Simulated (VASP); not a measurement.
Input of a VASP 6.6.1 run:

Contents of INCAR:

```
SYSTEM = CuPd
PREC     = Accurate       ! precision mode
ENCUT    = 520            ! plane-wave cutoff, eV
EDIFF    = 1E-7           ! SCF threshold, eV
ISMEAR   = 0              ! smearing method
SIGMA    = 0.1            ! smearing width, eV
LREAL    = .False.        ! projectors in reciprocal space
LASPH    = .True.         ! aspherical terms in the spheres
NELM     = 60             ! most SCF steps
ALGO     = Normal         ! electronic algorithm
ISIF     = 2              ! what is computed and relaxed
LWAVE    = .False.        ! write WAVECAR
LCHARG   = .False.        ! write CHGCAR
GGA      = CA             ! functional
NBANDS   = 18             ! bands
```

The input KPOINTS:

```
regular mesh
0
Gamma
  14 14 14
  0 0 0
```

POSCAR

```
CuPd
1.0
    2.9298401430      0.0000000000      0.0000000000
    0.0000000000      2.9298401430      0.0000000000
    0.0000000000      0.0000000000      2.9298401430
Cu Pd
1 1
Direct
    0.0000000000      0.0000000000      0.0000000000
    0.5000000000      0.5000000000      0.5000000000
```

Potentials or basis: VASP PAW LDA potentials, release 64 (Cu, Pd).

Command:

```sh
$ cat potpaw_LDA.64/Cu/POTCAR potpaw_LDA.64/Pd/POTCAR > POTCAR
$ mpirun -np 1 vasp_std > vasp.out
```

(1) Estimate the band gap on the k mesh.

(2) Predict the pressure.

## Answers

(1) none (metal or under the smearing width).

(2) 0.6 GPa.
